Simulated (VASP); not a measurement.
A cell of PbO (litharge) near equilibrium:

```yaml
crystal:
  lattice:
    - [3.99662, 0.00000, 0.00000]
    - [0.00000, 3.99662, 0.00000]
    - [0.00000, 0.00000, 5.26154]
  atoms:
    - { symbol: Pb, position: [0.50000, 0.00000, 0.77373] }
    - { symbol: Pb, position: [0.00000, 0.50000, 0.22627] }
    - { symbol: O, position: [0.50000, 0.50000, 0.00000] }
    - { symbol: O, position: [0.00000, 0.00000, 0.00000] }
```

Method: r2SCAN meta-GGA, VASP's PBE PAW potentials (set 64) (plane waves; VASP).

Unless said otherwise, spin-orbit coupling is left out, though it shifts the bands of the heavy elements here.

```tsv
run	ΔE (meV/atom)	σxx	σyy	σzz	largest shear component, with its sign (GPa)	largest force (eV/Å)	gap (eV)
as it is	0.0	-0.03	-0.03	-0.06	0.00	0.018	1.77
after one change	10.4	4.35	2.76	3.30	0.00	0.636	1.74
```
Stress is in GPa, positive when the cell is compressed; gaps are those on the k-mesh, and 0.00 means metallic.

Question: What was changed between the two runs?
A) uniaxial strain of +3.0 % along z with the ions relaxed
B) biaxial strain of -2.0 % in the xz plane
C) shear strain γ_xy = -3.0 %
D) atom 3 (O) moved by -0.025 Å along x

Answer: B, biaxial strain of -2.0 % in the xz plane

The compound is PbO in the litharge structure.
